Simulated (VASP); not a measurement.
Input for VASP

INCAR:
```
SYSTEM = AlN
PREC = Accurate
ENCUT = 520
EDIFF = 1E-8
NELM = 100
ALGO = Normal
LREAL = .FALSE.
LASPH = .TRUE.
ISMEAR = 0
SIGMA = 0.05
METAGGA = R2SCAN
LMIXTAU = .TRUE.
LWAVE = .FALSE.
LCHARG = .FALSE.
IBRION = 1
ISIF = 2
NSW = 30
EDIFFG = -0.001
```

KPOINTS:
```
Automatic mesh
0
Gamma
7 7 4
0 0 0
```

POSCAR:
```
AlN
1
    1.5528466574    -2.6896093012     0.0000000000
    1.5528466574     2.6896093012    -0.0000000000
    0.0000000000     0.0000000000     4.9738822648
Al N
2 2
Direct
  0.6666670000   0.3333330000   0.5000726666
  0.3333330000   0.6666670000   0.0000726666
  0.6666670000   0.3333330000   0.8819273334
  0.3333330000   0.6666670000   0.3819273334
```

POTCAR, in this order: Al N (PBE.64 set). Program: vasp_std.

**Question.** Write an equivalent input for Ansatz.

**Answer.** One equivalent input (not run):
Ansatz 0.2 input:
```yaml
crystal:
  lattice:
    - [1.5528467, -2.6896093, 0.0000000]
    - [1.5528467, 2.6896093, 0.0000000]
    - [0.0000000, 0.0000000, 4.9738823]
  atoms:
    - { symbol: Al, position: [0.6666670, 0.3333330, 0.5000727] }
    - { symbol: Al, position: [0.3333330, 0.6666670, 0.0000727] }
    - { symbol: N, position: [0.6666670, 0.3333330, 0.8819273] }
    - { symbol: N, position: [0.3333330, 0.6666670, 0.3819273] }
kpoints:
  mp_grid: { grid: [7, 7, 4] }
hamiltonian:
  xc: r2scan
  pseudopotentials: { kind: paw }
scf:
  occupations: { method: gaussian, width: 0.05 }
  max_iter: 100
relax:
  max_steps: 30
  f_tol: 0.001
output: { forces: true, stress: true, eigenvalues: true }
```
Limits of the translation: each code has its own PAW files, so the cut-off isn't converted (ENCUT is set for VASP's; basis.ecutwfc is left out, and Ansatz then takes the one that its files recommend); Ansatz stops its SCF on the density residual and VASP on the energy change (EDIFF).

The compound is AlN in the wurtzite structure. This run relaxes the ions in a fixed cell. Symmetry was kept, so distortions that lower it aren't found. The start is the result of an earlier pass.
